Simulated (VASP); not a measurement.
Input:

```
FeO
1.0
    4.33000     2.16500     2.16500
    2.16500     4.33000     2.16500
    2.16500     2.16500     4.33000
Fe O
2 2
Cartesian
  0.00000   0.00000   0.00000
  4.33000   4.33000   4.33000
  2.16500   2.16500   2.16500
  6.49500   6.49500   6.49500
```
Starting moments (μB, in the order of the record's atoms Fe Fe O O): 4.0 -4.0 0.0 0.0.

These are PBE GGA, VASP's PBE PAW potentials (set 64) (plane waves; VASP) values and carry that method's errors. Run with 520 eV cut-off, 8×8×8 Γ-centred mesh, Fermi-Dirac smearing of 0.30 eV, potentials Fe O.

Question: Give the stress tensor in GPa (positive for a compressed cell).

Answer: 
```
-2.17   1.61   1.61
 1.61  -2.17   1.61
 1.61   1.61  -2.17
```
The pressure is its mean diagonal, -2.17 GPa.

The compound is FeO in the rock salt, AFM-II order structure. The cell was not relaxed at this level. The k-mesh is coarse (spacing up to 0.30 per Å, 2π included), so the numbers may not be converged in it. The run is one of a series of settings (ISMEAR = -1, SIGMA = 0.3 against the base run), some of them coarse on purpose.
